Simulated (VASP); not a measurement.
The input files of a VASP run:

**INCAR**
```
! general
SYSTEM  =  AlN
PREC    =  Accurate
ENCUT   =  520
LREAL   =  .False.
LASPH   =  .True.

! electronic loop
EDIFF   =  1E-6
NELM    =  100
ALGO    =  Normal

! smearing
ISMEAR  =  0
SIGMA   =  0.05

! functional
GGA     =  PS

! ions
IBRION  =  2
NSW     =  60
ISIF    =  3
EDIFFG  =  -0.01

! output
LWAVE   =  .False.
LCHARG  =  .False.
```

**POSCAR**
```
AlN
1
   -0.0000000000     2.0227834001     2.0227834001
    2.0227834001    -0.0000000000     2.0227834001
    2.0227834001     2.0227834001    -0.0000000000
Al N
1 1
Direct
  0.0000000000   0.0000000000   1.0000000000
  0.5000000000   0.5000000000   0.5000000000
```

### KPOINTS
```
Automatic mesh
0
Gamma
10 10 10
0 0 0
```

POTCAR, in this order: Al N (PBE.64 set). Program: vasp_std.

### Question
Translate this PBEsol calculation to Quantum ESPRESSO's pw.x.

### Answer
One equivalent input (not run):
```
&CONTROL
  calculation = 'vc-relax'
  pseudo_dir = './pseudo'
  outdir = './out'
  tprnfor = .true.
  tstress = .true.
  nstep = 60
  forc_conv_thr = 0.00039
/
&SYSTEM
  ibrav = 0
  nat = 2
  ntyp = 2
  ecutwfc = 84
  occupations = 'smearing'
  smearing = 'gaussian'
  degauss = 0.003675
  input_dft = 'pbesol'
/
&ELECTRONS
  conv_thr = 7.3e-08
  electron_maxstep = 100
/
&IONS
/
&CELL
/
ATOMIC_SPECIES
  Al 26.982 Al.upf
  N 14.007 N.upf
CELL_PARAMETERS angstrom
    -0.0000000    2.0227834    2.0227834
     2.0227834   -0.0000000    2.0227834
     2.0227834    2.0227834   -0.0000000
ATOMIC_POSITIONS crystal
  Al   0.0000000  0.0000000  1.0000000
  N    0.5000000  0.5000000  0.5000000
K_POINTS automatic
  10 10 10 0 0 0
```
What does not carry over: the potentials are each code's own (VASP's PAW set, PseudoDojo norm-conserving files in pw.x), so ENCUT and ecutwfc are chosen apart and not converted; conv_thr bounds pw.x's estimated SCF error, while EDIFF bounds the energy change between steps; forc_conv_thr acts on force components and is met together with etot_conv_thr.

The structure was generated: AlN was put into the rock salt type (Fm-3m), which need not be its known phase. It was relaxed first, which changed the volume by -7 %. The start is the result of an earlier pass.
